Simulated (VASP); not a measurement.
Write the native input for VASP 6.6.1 that does the following.

```yaml
Task: single point
Functional: PBEsol
Potentials_or_basis: VASP PAW PBE potentials, release 64 (Ga_d, Mg, Bi_d)
Cutoff: 520 eV
k_mesh: 5 × 5 × 3
Occupations: fermi-dirac, width 0.1 eV
Spin: no spin polarisation
Dipole_correction: no
Further_INCAR_settings: ALGO = Normal; EDIFF = 1e-06; NBANDS = 32
```

The structure of Mg2GaBi2 lies in POSCAR:

```
Mg2GaBi2
1.0
    4.6805310000      0.0000000000      0.0000000000
   -2.3402650000      4.0534610000      0.0000000000
    0.0000000000      0.0000000000      7.5814370000
Ga Mg Bi
1 2 2
Direct
    0.0000000000      0.0000000000      0.0000000000
    0.3333000000      0.6667000000      0.6301000000
    0.6667000000      0.3333000000      0.3699000000
    0.3333000000      0.6667000000      0.2413000000
    0.6667000000      0.3333000000      0.7587000000
```

The cell was built by a generator and needn't be a form met in nature.

These files were run (other wordings do the same):

INCAR

```
SYSTEM = Mg2GaBi2
PREC     = Accurate       ! precision mode
ENCUT    = 520            ! plane-wave cutoff, eV
EDIFF    = 1E-6           ! SCF threshold, eV
ISMEAR   = -1             ! smearing method
SIGMA    = 0.1            ! smearing width, eV
LREAL    = .False.        ! projectors in reciprocal space
LASPH    = .True.         ! aspherical terms in the spheres
NELM     = 60             ! most SCF steps
ALGO     = Normal         ! electronic algorithm
ISIF     = 2              ! what is computed and relaxed
LWAVE    = .False.        ! write WAVECAR
LCHARG   = .False.        ! write CHGCAR
GGA      = PS             ! functional
NBANDS   = 32             ! bands
```

KPOINTS

```
Automatic mesh
0
Gamma
  5 5 3
  0 0 0
```

Potentials or basis: VASP PAW PBE potentials, release 64 (Ga_d, Mg, Bi_d).

Command:

```console
$ cat potpaw_PBE.64/Ga_d/POTCAR potpaw_PBE.64/Mg/POTCAR potpaw_PBE.64/Bi_d/POTCAR > POTCAR
$ mpirun -np 1 vasp_std > vasp.out
```

It gave:

```yaml
Pressure: -0.1 GPa
Largest_force: 0.601 eV/Å
Band_gap_on_the_k_mesh: none (metal or under the smearing width)
```

Caveat: the PAW data sets were made with another functional, which shifts forces and pressure a little; spin-orbit coupling is left out, which moves the levels of the heavy elements.

It took 67 s on 1 thread of Intel(R) Xeon(R) Platinum 8559C (Emerald Rapids), on a shared host, peak memory 0.31 GiB.
